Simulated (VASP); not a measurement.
# YTe3: convergence with the SCF threshold and k-mesh, part 2 of 3

Aim: find how far the SCF threshold and k-mesh must be pushed for YTe3, and what that costs. The series runs use r2SCAN. The start is a computed cell from the Materials Project.

VASP 6.6.1; r2SCAN; plane waves and PAW (Y_sv, Te).

So far. Step 5 (SCF threshold: EDIFF = 1E-05): Against the run before the energy stays within 0.01 meV an atom; the pressure moves by -0.01 GPa, after 14 cycles in 1.8 min.

## 6. SCF threshold: EDIFF = 1E-06

INCAR

```
SYSTEM = YTe3
PREC = Accurate
ENCUT = 400
EDIFF = 1E-06
NELM = 100
ISMEAR = -1
SIGMA = 0.05
LREAL = .FALSE.
ALGO = Normal
METAGGA = R2SCAN
LASPH = .TRUE.
NBANDS = 37
LORBIT = 11
LWAVE = .FALSE.
LCHARG = .FALSE.
KPAR = 8
ISIF = 2
```

POSCAR

```
YTe3
1.0
    4.3372342400      0.0000000000      0.0000000000
    0.0000000000      0.0000000000      4.3383663100
    2.1686171200    -13.1814784600      0.0000000000
Y Te
2 6
Direct
    0.8283804400      0.2500000000      0.3432391200
    0.1716195600      0.7500000000      0.6567608800
    0.0756230300      0.2500000000      0.8487539400
    0.9243769700      0.7500000000      0.1512460600
    0.4243801200      0.2500000000      0.1512397600
    0.5756198800      0.7500000000      0.8487602400
    0.7068196200      0.2500000000      0.5863607600
    0.2931803800      0.7500000000      0.4136392400
```

KPOINTS

```
Automatic mesh
0
Gamma
5 5 5
0 0 0
```

Potentials, in the order of the species: Y_sv and Te (PBE family, release 64).

On the command line:

```console
> mpirun -np 8 vasp_std
```

Output:

```text
[... set-up lines as in an earlier step ...]
 entering main loop
       N       E                     dE             d eps       ncg     rms          rms(c)
[... 12 cycles as in an earlier step ...]
DAV:  13    -0.201612806553E+03    0.26605E-04   -0.12899E-04  2844   0.425E-02    0.353E-02
DAV:  14    -0.201612805719E+03    0.83401E-06   -0.16707E-05  2732   0.162E-02    0.297E-02
DAV:  15    -0.201612807121E+03   -0.14016E-05   -0.45390E-06  2244   0.898E-03    0.999E-03
DAV:  16    -0.201612807122E+03   -0.16739E-08   -0.80179E-07  1540   0.463E-03
   1 F= -.20161281E+03 E0= -.20160487E+03  d E =-.158752E-01
```

The job ended after 2 min (8 MPI ranks of Intel Xeon Platinum 8259CL at 2.50GHz (Skylake/Cascade Lake), shared host; peak memory 3.1 GiB).

OUTCAR, selected parts (step 6):

```text
  Total       -0.9399308      0.6598726     -0.9418484      0.0000000     -0.0000000      0.0000000
  in kB       -6.0716010      4.2625302     -6.0839885      0.0000000     -0.0000000      0.0000000
  external PRESSURE =      -2.6310198 kB  Pullay stress =       0.0000000 kB

 POSITION                                       TOTAL-FORCE (eV/Angst)
 -----------------------------------------------------------------------------------
      4.33723     -4.52440      1.08459        -0.000000     -0.169951      0.000000
      2.16862     -8.65708      3.25377         0.000000      0.169951      0.000000
      2.16862    -11.18783      1.08459         0.000000     -0.073773      0.000000
      4.33723     -1.99365      3.25377        -0.000000      0.073773     -0.000000
      2.16862     -1.99356      1.08459         0.000000      0.073991     -0.000000
      4.33723    -11.18791      3.25377        -0.000000     -0.073991      0.000000
      4.33723     -7.72910      1.08459        -0.000000      0.014734      0.000000
      2.16862     -5.45238      3.25377         0.000000     -0.014734      0.000000
 -----------------------------------------------------------------------------------
    total drift:                               -0.000000      0.000000      0.000000

  FREE ENERGIE OF THE ION-ELECTRON SYSTEM (eV)
  ---------------------------------------------------
  free  energy   TOTEN  =      -201.6128071223 eV

  energy  without entropy=     -201.5969319630  energy(sigma->0) =     -201.60486954

[... 2 parts as in an earlier step ...]

[... 1 further part left out ...]
[key lines of the parts left out:]
E-fermi :   5.8514
```

Against the run before the energy stays within 0.01 meV an atom; the pressure moves by -0.01 GPa, after 16 cycles in 2 min.

## 7. SCF threshold: EDIFF = 1E-08

Edit INCAR of step 6 so:

```diff
@@ -3,3 +3,3 @@
 ENCUT = 400
-EDIFF = 1E-06
+EDIFF = 1E-08
 NELM = 100
```

POSCAR is that of step 6.

KPOINTS is that of step 6.

On the command line:

```console
> mpirun -np 8 vasp_std
```

Output:

```text
[... set-up lines as in an earlier step ...]
 entering main loop
       N       E                     dE             d eps       ncg     rms          rms(c)
[... 14 cycles as in an earlier step ...]
DAV:  15    -0.201612807132E+03   -0.14126E-05   -0.46557E-06  2588   0.898E-03    0.982E-03
DAV:  16    -0.201612807109E+03    0.22966E-07   -0.87574E-07  2724   0.442E-03    0.273E-03
DAV:  17    -0.201612807018E+03    0.90525E-07   -0.93929E-08  2660   0.117E-03    0.134E-03
DAV:  18    -0.201612806988E+03    0.30394E-07   -0.11376E-08  1612   0.515E-04    0.384E-04
DAV:  19    -0.201612806965E+03    0.22587E-07   -0.18044E-09  1508   0.197E-04    0.267E-04
DAV:  20    -0.201612806953E+03    0.12225E-07   -0.10725E-09  1476   0.166E-04    0.811E-05
DAV:  21    -0.201612806954E+03   -0.11210E-08   -0.37056E-10  1436   0.794E-05
   1 F= -.20161281E+03 E0= -.20160487E+03  d E =-.158743E-01
```

Wall time 2.5 min (8 MPI ranks); peak memory 3.1 GiB; 20 min of CPU time.

OUTCAR, selected parts (step 7):

```text
  Total       -0.9408916      0.6592739     -0.9428482      0.0000000      0.0000000      0.0000000
  in kB       -6.0778075      4.2586629     -6.0904468      0.0000000      0.0000000      0.0000000
  external PRESSURE =      -2.6365305 kB  Pullay stress =       0.0000000 kB

 POSITION                                       TOTAL-FORCE (eV/Angst)
 -----------------------------------------------------------------------------------
      4.33723     -4.52440      1.08459        -0.000000     -0.170118      0.000000
      2.16862     -8.65708      3.25377         0.000000      0.170118      0.000000
      2.16862    -11.18783      1.08459        -0.000000     -0.073930      0.000000
      4.33723     -1.99365      3.25377         0.000000      0.073930      0.000000
      2.16862     -1.99356      1.08459         0.000000      0.074136      0.000000
      4.33723    -11.18791      3.25377        -0.000000     -0.074136     -0.000000
      4.33723     -7.72910      1.08459         0.000000      0.014811      0.000000
      2.16862     -5.45238      3.25377         0.000000     -0.014811      0.000000
 -----------------------------------------------------------------------------------
    total drift:                               -0.000000      0.000000      0.000000

  FREE ENERGIE OF THE ION-ELECTRON SYSTEM (eV)
  ---------------------------------------------------
  free  energy   TOTEN  =      -201.6128069540 eV

  energy  without entropy=     -201.5969326305  energy(sigma->0) =     -201.60486979

[... 2 parts as in an earlier step ...]

[... 1 further part left out ...]
[key lines of the parts left out:]
E-fermi :   5.8514
```

Against the run before the energy stays within 0.01 meV an atom and the pressure within 0.01 GPa, after 21 cycles in 2.5 min.

## 8. The SCF threshold series as a table

This step: convergence of r2SCAN results with the threshold; plane waves and PAW (VASP 6.6.1).

No new run; the numbers come from the runs before.

Differences are taken from the run with EDIFF = 1E-08. Results of the series, by row:

```csv
setting,status,energy less the reference (meV/atom),pressure (GPa),largest force difference (meV/Å),SCF cycles,wall time (s)
EDIFF = 0.01,converged,0.03737,-0.3617,26.66,10,135.1
EDIFF = 0.001,converged,0.02241,-0.3319,15.97,11,98
EDIFF = 1E-04,converged,-2.04e-4,-0.2391,1.989,13,101
EDIFF = 1E-05,converged,-2.00e-5,-0.2529,1.222,14,108
EDIFF = 1E-06,converged,3.13e-5,-0.2631,0.167,16,118
EDIFF = 1E-08,converged,0,-0.2637,0,21,151
```

## 9. K-mesh: 2 2 2

This step: r2SCAN; plane waves and PAW (Y_sv, Te) (VASP 6.6.1).

The sum over the zone converges with the mesh, fast for insulators and slowly for metals.

Edit INCAR of step 7 so:

```diff
@@ -3,3 +3,3 @@
 ENCUT = 400
-EDIFF = 1E-08
+EDIFF = 1E-06
 NELM = 100
@@ -15,3 +15,3 @@
 LCHARG = .FALSE.
-KPAR = 8
+NCORE = 8
 ISIF = 2
```

POSCAR is that of step 7.

KPOINTS

```
Automatic mesh
0
Gamma
2 2 2
0 0 0
```

On the command line:

```console
> mpirun -np 8 vasp_std
```

Output:

```text
[banner, memory and clock lines left out]
running    8 mpi-ranks, on    1 nodes
 distrk:  each k-point on    8 cores,    1 groups
 distr:  one band on    8 cores,    1 groups

 POSCAR found type information on POSCAR Y Te
 POSCAR found :  2 types and       8 ions
 [... a notice as in an earlier step ...]

 [... a notice as in an earlier step ...]

 LDA part: xc-table for (None), standard interpolation
 POSCAR, INCAR and KPOINTS ok, starting setup
 FFT: planning ... GRIDC
 FFT: planning ... GRID_SOFT
 FFT: planning ... GRID
 WAVECAR not read
 entering main loop
       N       E                     dE             d eps       ncg     rms          rms(c)
DAV:   1     0.122719750973E+03    0.12272E+03   -0.21939E+04   444   0.114E+03
DAV:   2    -0.185208476756E+03   -0.30793E+03   -0.29913E+03   548   0.260E+02
DAV:   3    -0.210523825283E+03   -0.25315E+02   -0.25003E+02   651   0.589E+01
DAV:   4    -0.212682831673E+03   -0.21590E+01   -0.21461E+01   792   0.143E+01
DAV:   5    -0.212728587590E+03   -0.45756E-01   -0.45743E-01   619   0.201E+00    0.340E+01
DAV:   6    -0.200561266930E+03    0.12167E+02   -0.60146E+00   659   0.109E+01    0.206E+01
DAV:   7    -0.200705467432E+03   -0.14420E+00   -0.62525E+00   616   0.813E+00    0.113E+01
DAV:   8    -0.200538165675E+03    0.16730E+00   -0.88639E-01   609   0.314E+00    0.434E+00
DAV:   9    -0.200501351889E+03    0.36814E-01   -0.15467E+00   548   0.280E+00    0.321E+00
DAV:  10    -0.200403574063E+03    0.97778E-01   -0.33380E-01   563   0.183E+00    0.135E+00
DAV:  11    -0.200400714389E+03    0.28597E-02   -0.59454E-02   584   0.735E-01    0.361E-01
DAV:  12    -0.200401961804E+03   -0.12474E-02   -0.87243E-03   537   0.318E-01    0.408E-01
DAV:  13    -0.200401304017E+03    0.65779E-03   -0.17991E-03   552   0.142E-01    0.170E-01
DAV:  14    -0.200401454104E+03   -0.15009E-03   -0.59846E-04   686   0.926E-02    0.631E-02
DAV:  15    -0.200401400913E+03    0.53191E-04   -0.74763E-05   552   0.337E-02    0.286E-02
DAV:  16    -0.200401397233E+03    0.36800E-05   -0.13985E-05   563   0.115E-02    0.215E-02
DAV:  17    -0.200401395637E+03    0.15962E-05   -0.49013E-06   424   0.721E-03    0.120E-02
DAV:  18    -0.200401394969E+03    0.66802E-06   -0.12215E-06   339   0.460E-03
   1 F= -.20040139E+03 E0= -.20036257E+03  d E =-.776560E-01
```

Run time: 38 s. Hardware: 8 MPI ranks; peak memory 1.1 GiB.

From OUTCAR (step 9):

```text
   k-points           NKPTS =      6   k-points in BZ     NKDIM =      6   number of bands    NBANDS=     37

   NELECT =      58.0000    total number of electrons

 E-fermi :   4.9891

 k-point     1 :       0.0000    0.0000    0.0000
  band No.  band energies     occupation
    ...
     24       4.7608      1.97943
     25       4.8404      1.90278
     26       4.8902      1.75720
     27       4.8909      1.75402
     28       4.9504      1.36915
     29       7.3916      0.00000
     30       7.6573      0.00000
     31       7.8377      0.00000
     32       7.8729      0.00000
     33       8.0149      0.00000
    ...

  Total        3.4159192     -5.1025752      3.5663343      0.0000000      0.0000000      0.0000000
  in kB       22.0655597    -32.9607262     23.0371850      0.0000000      0.0000000      0.0000000
  external PRESSURE =       4.0473395 kB  Pullay stress =       0.0000000 kB

 POSITION                                       TOTAL-FORCE (eV/Angst)
 -----------------------------------------------------------------------------------
      4.33723     -4.52440      1.08459         0.000000      0.879097      0.000000
      2.16862     -8.65708      3.25377         0.000000     -0.879097      0.000000
      2.16862    -11.18783      1.08459         0.000000      0.464951     -0.000000
      4.33723     -1.99365      3.25377        -0.000000     -0.464951      0.000000
      2.16862     -1.99356      1.08459        -0.000000     -0.478286      0.000000
      4.33723    -11.18791      3.25377         0.000000      0.478286     -0.000000
      4.33723     -7.72910      1.08459         0.000000     -0.347093      0.000000
      2.16862     -5.45238      3.25377         0.000000      0.347093      0.000000
 -----------------------------------------------------------------------------------
    total drift:                               -0.000000      0.000000      0.000000

  FREE ENERGIE OF THE ION-ELECTRON SYSTEM (eV)
  ---------------------------------------------------
  free  energy   TOTEN  =      -200.4013949691 eV

  energy  without entropy=     -200.3237389752  energy(sigma->0) =     -200.36256697

[... 7 parts as in an earlier step ...]

[... 9 further parts left out ...]
```

This step gave:

```yaml
scf_cycles: 18
irreducible_k_points: 6
free_energy_toten: -200.4014 eV
energy_at_zero_smearing: -200.3626 eV
fermi_energy: 4.989 eV
pressure: 0.4047 GPa
```

The series starts at -25.0453 eV an atom and 0.40 GPa, after 18 cycles in 38 s.

## 10. K-mesh: 3 3 3

Edit INCAR of step 9 so:

```diff
@@ -15,3 +15,4 @@
 LCHARG = .FALSE.
-NCORE = 8
+KPAR = 2
+NCORE = 4
 ISIF = 2
```

POSCAR is that of step 9.

KPOINTS

```
Automatic mesh
0
Gamma
3 3 3
0 0 0
```

On the command line:

```console
> mpirun -np 8 vasp_std
```

Output:

```text
[banner, memory and clock lines left out]
running    8 mpi-ranks, on    1 nodes
[...]
[... a notice as in an earlier step ...]

 LDA part: xc-table for (None), standard interpolation
 POSCAR, INCAR and KPOINTS ok, starting setup
[...]
entering main loop
       N       E                     dE             d eps       ncg     rms          rms(c)
DAV:   1     0.124798300352E+03    0.12480E+03   -0.21975E+04   600   0.114E+03
DAV:   2    -0.184441313786E+03   -0.30924E+03   -0.30164E+03   704   0.261E+02
DAV:   3    -0.211240139961E+03   -0.26799E+02   -0.26419E+02   923   0.602E+01
DAV:   4    -0.213565748987E+03   -0.23256E+01   -0.23084E+01  1048   0.146E+01
[...]
DAV:  13    -0.201194959763E+03    0.23042E-04   -0.73080E-05   840   0.323E-02    0.380E-02
DAV:  14    -0.201194958673E+03    0.10895E-05   -0.76413E-06   768   0.112E-02    0.328E-02
DAV:  15    -0.201194959306E+03   -0.63221E-06   -0.68615E-06   752   0.115E-02
   1 F= -.20119496E+03 E0= -.20118276E+03  d E =-.243908E-01
```

The job ended after 35 s (8 MPI ranks; peak memory 1.4 GiB).

OUTCAR, selected parts (step 10):

```text
  Total       -1.0793161     -1.1215659     -1.0538200      0.0000000      0.0000000      0.0000000
  in kB       -6.9719779     -7.2448963     -6.8072830      0.0000000      0.0000000      0.0000000
  external PRESSURE =      -7.0080524 kB  Pullay stress =       0.0000000 kB

 POSITION                                       TOTAL-FORCE (eV/Angst)
 -----------------------------------------------------------------------------------
      4.33723     -4.52440      1.08459        -0.000000      0.078468     -0.000000
      2.16862     -8.65708      3.25377         0.000000     -0.078468      0.000000
      2.16862    -11.18783      1.08459        -0.000000      0.074456      0.000000
      4.33723     -1.99365      3.25377         0.000000     -0.074456     -0.000000
      2.16862     -1.99356      1.08459         0.000000     -0.084130      0.000000
      4.33723    -11.18791      3.25377         0.000000      0.084130      0.000000
      4.33723     -7.72910      1.08459         0.000000     -0.049841      0.000000
      2.16862     -5.45238      3.25377        -0.000000      0.049841      0.000000
 -----------------------------------------------------------------------------------
    total drift:                               -0.000000      0.000000      0.000000

  FREE ENERGIE OF THE ION-ELECTRON SYSTEM (eV)
  ---------------------------------------------------
  free  energy   TOTEN  =      -201.1949593055 eV

  energy  without entropy=     -201.1705685393  energy(sigma->0) =     -201.18276392

[... 1 part as in an earlier step ...]

[... 2 further parts left out ...]
[key lines of the parts left out:]
E-fermi :   5.8050
```

Against the run before the energy moves by -102.52 meV an atom and the pressure by -1.11 GPa, after 15 cycles in 35 s.

## 11. K-mesh: 4 4 4

Edit INCAR of step 10 so:

```diff
@@ -15,4 +15,3 @@
 LCHARG = .FALSE.
-KPAR = 2
-NCORE = 4
+KPAR = 8
 ISIF = 2
```

POSCAR is that of step 10.

KPOINTS

```
Automatic mesh
0
Gamma
4 4 4
0 0 0
```

On the command line:

```console
> mpirun -np 8 vasp_std
```

Output:

```text
[... set-up lines as in an earlier step ...]
 entering main loop
       N       E                     dE             d eps       ncg     rms          rms(c)
DAV:   1     0.129091305615E+03    0.12909E+03   -0.21961E+04  1570   0.114E+03
DAV:   2    -0.184800381419E+03   -0.31389E+03   -0.30530E+03  1877   0.263E+02
DAV:   3    -0.211690270952E+03   -0.26890E+02   -0.26498E+02  2264   0.608E+01
DAV:   4    -0.214249359190E+03   -0.25591E+01   -0.25446E+01  2876   0.150E+01
[...]
DAV:  14    -0.201749954119E+03    0.34778E-05   -0.14512E-05  2076   0.148E-02    0.312E-02
DAV:  15    -0.201749955367E+03   -0.12480E-05   -0.73916E-06  1956   0.125E-02    0.511E-03
DAV:  16    -0.201749955469E+03   -0.10197E-06   -0.72282E-07  1212   0.390E-03
   1 F= -.20174996E+03 E0= -.20174985E+03  d E =-.210418E-03
```

Run time: 1.7 min. Hardware: 8 MPI ranks; peak memory 2.9 GiB; 13 min of CPU time.

OUTCAR, selected parts (step 11):

```text
  Total        0.2009909     -0.0428292      0.1982022      0.0000000      0.0000000      0.0000000
  in kB        1.2983260     -0.2766608      1.2803118      0.0000000      0.0000000      0.0000000
  external PRESSURE =       0.7673257 kB  Pullay stress =       0.0000000 kB

 POSITION                                       TOTAL-FORCE (eV/Angst)
 -----------------------------------------------------------------------------------
      4.33723     -4.52440      1.08459         0.000000     -0.076543     -0.000000
      2.16862     -8.65708      3.25377        -0.000000      0.076543      0.000000
      2.16862    -11.18783      1.08459        -0.000000     -0.006994      0.000000
      4.33723     -1.99365      3.25377         0.000000      0.006994      0.000000
      2.16862     -1.99356      1.08459         0.000000      0.006489      0.000000
      4.33723    -11.18791      3.25377         0.000000     -0.006489     -0.000000
      4.33723     -7.72910      1.08459        -0.000000     -0.007111      0.000000
      2.16862     -5.45238      3.25377         0.000000      0.007111      0.000000
 -----------------------------------------------------------------------------------
    total drift:                               -0.000000      0.000000      0.000000

  FREE ENERGIE OF THE ION-ELECTRON SYSTEM (eV)
  ---------------------------------------------------
  free  energy   TOTEN  =      -201.7499554688 eV

  energy  without entropy=     -201.7497450513  energy(sigma->0) =     -201.74985026

[... 1 part as in an earlier step ...]

[... 2 further parts left out ...]
[key lines of the parts left out:]
E-fermi :   5.7251
```

Against the run before the energy moves by -70.89 meV an atom and the pressure by +0.78 GPa, after 16 cycles in 1.7 min.

## 12. K-mesh: 5 5 5

INCAR is that of step 11.

POSCAR is that of step 11.

KPOINTS

```
Automatic mesh
0
Gamma
5 5 5
0 0 0
```

On the command line:

```console
> mpirun -np 8 vasp_std
```

Output:

```text
[... set-up lines as in an earlier step ...]
 entering main loop
       N       E                     dE             d eps       ncg     rms          rms(c)
[... 16 cycles as in an earlier step ...]
   1 F= -.20161281E+03 E0= -.20160487E+03  d E =-.158752E-01
```

The job ended after 2 min (8 MPI ranks; peak memory 3.1 GiB; 16 min of CPU time).

OUTCAR, selected parts (step 12):

```text
[... 6 parts as in an earlier step ...]

[... 1 further part left out ...]
[key lines of the parts left out:]
E-fermi :   5.8514
```

Against the run before the energy moves by +18.12 meV an atom and the pressure by -0.34 GPa, after 16 cycles in 2 min.

[end of part 2 of 3]

[Lines on the potential files, build, host, timing and source positions are cut from VASP's logs without a mark.]

[Logs are printed without paths, hosts, clocks, repeated set-up lines and the standing remarks that a program may print on its own settings, such as how far it seeks lower states.]

[Hosts, paths, dates, database ids (printed as entryN), source tags and the programs' standing remarks are cut or masked in the printed files.]

[A measured line is paired with the nearest computed mode of its activity, which favours agreement.]

[In band tables of VASP the shares of atoms and orbitals are scaled to a sum of 1 inside the atoms' spheres.]
